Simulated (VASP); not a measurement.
Data:

```
Cd4KAs3
1.0
    2.23570     1.29078    11.97000
   -2.23570     1.29078    11.97000
    0.00000    -2.58156    11.97000
Cd As K
4 3 1
Direct
  0.08918   0.08918   0.08918
  0.91082   0.91082   0.91082
  0.30141   0.30141   0.30141
  0.69859   0.69859   0.69859
  0.22775   0.22775   0.22775
  0.77225   0.77225   0.77225
  0.00000   0.00000   0.00000
  0.50000   0.50000   0.50000
```

Computed with PBEsol GGA, VASP's PBE PAW potentials (set 64) (plane waves; VASP 6.6.1). Run with 300 eV cut-off, 3×3×3 Γ-centred mesh, Gaussian smearing of 0.10 eV, potentials Cd As K_sv.

At this cut-off the stress carries a Pulay error, which pulls relaxed volumes low.

Q: Give the force on each atom (eV/Å).

A: 
```tsv
atom	Fx	Fy	Fz
Cd1	0.000	0.000	-0.258
Cd2	0.000	0.000	0.258
Cd3	0.000	0.000	0.245
Cd4	0.000	0.000	-0.245
As5	0.000	0.000	-0.178
As6	0.000	0.000	0.178
As7	0.000	0.000	0.000
K8	0.000	0.000	0.000
```

Q: Give the stress tensor in GPa (positive for a compressed cell).

A: 
```
 1.02   0.00   0.00
 0.00   1.02   0.00
 0.00   0.00  -1.27
```
The pressure is its mean diagonal, 0.26 GPa.

The structure comes from a measured KCd4As3 entry of the Crystallography Open Database, whose conditions weren't checked. The cell was not relaxed at this level. The k-mesh is coarse (spacing up to 0.54 per Å, 2π included), so the numbers may not be converged in it.
